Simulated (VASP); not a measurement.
```yaml
crystal:
  lattice:
    - [-2.09446, 2.09446, 2.09446]
    - [2.09446, -2.09446, 2.09446]
    - [2.09446, 2.09446, -2.09446]
  atoms:
    - { symbol: Na, position: [0.00000, 0.00000, 0.00000] }
```

Calculation: PBE GGA, VASP's PBE PAW potentials (set 64) (plane waves; VASP). Numerical set-up: PREC = Normal, EDIFF = 1E-5, 400 eV cut-off, 14×14×14 Γ-centred mesh, first-order Methfessel-Paxton smearing of 0.10 eV, potentials Na_pv.

Question: Predict the energy per atom (σ→0), band gap (on the k-mesh) with the smallest direct gap where there is one.

Answer: 
- band gap (on the k-mesh): none (metal, semimetal or under 0.01 eV)
- energy per atom (σ→0): -126.5 kJ/mol of atoms

Only differences to runs with the same potentials and settings are physical.

The compound is Na in the bcc structure. It was relaxed first.
